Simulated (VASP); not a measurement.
Input for VASP

**KPOINTS**
```
Automatic mesh
0
Gamma
10 10 10
0 0 0
```

INCAR:
```
! general
SYSTEM  = SiC
PREC    = Accurate
ENCUT   = 520
LREAL   = .False.
LASPH   = .True.

! electronic loop
EDIFF   = 1E-7
NELM    = 100
ALGO    = Normal
LMIXTAU = .True.

! smearing
ISMEAR  = 0
SIGMA   = 0.05

! functional
METAGGA = R2SCAN

! ions
ISIF    = 2

! output
LWAVE   = .False.
LCHARG  = .False.
```

**POSCAR**
```
SiC
1
    0.0000000000     2.1555849624     2.1555849624
    2.1555849624     0.0000000000     2.1555849624
    2.1555849624     2.1555849624     0.0000000000
Si C
1 1
Direct
  0.0000000000   0.0000000000   0.0000000000
  0.2500000000   0.2500000000   0.2500000000
```

POTCAR, in this order: Si C (PBE.64 set). Program: vasp_std.

**Question.** Write an equivalent input for Ansatz.

**Answer.** One equivalent input (not run):
Ansatz 0.2 input:
```yaml
crystal:
  lattice:
    - [0.0000000, 2.1555850, 2.1555850]
    - [2.1555850, 0.0000000, 2.1555850]
    - [2.1555850, 2.1555850, 0.0000000]
  atoms:
    - { symbol: Si, position: [0.0000000, 0.0000000, 0.0000000] }
    - { symbol: C, position: [0.2500000, 0.2500000, 0.2500000] }
kpoints:
  mp_grid: { grid: [10, 10, 10] }
hamiltonian:
  xc: r2scan
  pseudopotentials: { kind: paw }
scf:
  occupations: { method: gaussian, width: 0.05 }
  max_iter: 100
output: { forces: true, stress: true, eigenvalues: true }
```
What does not carry over: each code has its own PAW files, so the cut-off isn't converted (ENCUT is set for VASP's; basis.ecutwfc is left out, and Ansatz then takes the one that its files recommend); Ansatz stops its SCF on the density residual and VASP on the energy change (EDIFF).

The compound is SiC in the zinc blende structure. This cell is one point of a volume scan, at 0.97 of the reference volume.
